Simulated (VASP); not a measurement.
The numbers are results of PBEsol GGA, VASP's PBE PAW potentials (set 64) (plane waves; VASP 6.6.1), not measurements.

VASP input:

### INCAR
```
SYSTEM=Al3Sc
PREC=Accurate; ENCUT=480; LREAL=.False.
LASPH=.True.
EDIFF=1E-6; NELM=100; ALGO=Normal
LMAXMIX=4
ISMEAR=1; SIGMA=0.1
GGA=PS
IBRION=2; NSW=60; ISIF=3
EDIFFG=-0.02
LWAVE=.False.; LCHARG=.False.
```

File KPOINTS:
```
Regular mesh
0
G
 7 7 7
0 0 0
```

POSCAR:
```
Al3Sc
1
    4.0713320491    -0.0000000000     0.0000000000
   -0.0000000000     4.0713320491     0.0000000000
    0.0000000000     0.0000000000     4.0713320491
Sc Al
1 3
Direct
  0.0000000000   0.0000000000   0.0000000000
  0.0000000000   0.5000000000   0.5000000000
  0.5000000000   0.0000000000   0.5000000000
  0.5000000000   0.5000000000   0.0000000000
```

POTCAR, in this order: Sc_sv Al (PBE.64 set). Program: vasp_std.

Q: Estimate the energy per atom (σ→0), band gap (on the k-mesh).

A: 
| Quantity | Value |
|---|---|
| energy per atom (σ→0) | -5.191 eV/atom |
| band gap (on the k-mesh) | none (metal, semimetal or under 0.01 eV) |

**OSZICAR**
```
...
DAV:   7    -0.207901313658E+02    0.59753E-01   -0.91596E-02   650   0.261E+00    0.189E+00
DAV:   8    -0.207633895529E+02    0.26742E-01   -0.39603E-02   860   0.175E+00    0.236E-01
DAV:   9    -0.207628980934E+02    0.49146E-03   -0.30891E-03   686   0.529E-01    0.100E-01
DAV:  10    -0.207628480323E+02    0.50061E-04   -0.17862E-04   848   0.123E-01    0.810E-02
DAV:  11    -0.207628495735E+02   -0.15412E-05   -0.47497E-05   910   0.517E-02    0.708E-02
DAV:  12    -0.207628347981E+02    0.14775E-04   -0.55577E-05   930   0.794E-02    0.597E-03
DAV:  13    -0.207628349177E+02   -0.11961E-06   -0.12788E-06   464   0.131E-02
   1 F= -.20762835E+02 E0= -.20762281E+02  d E =-.207628E+02
```

The compound is Al3Sc in the L1_2 structure. It was relaxed first. The start is the result of an earlier pass.
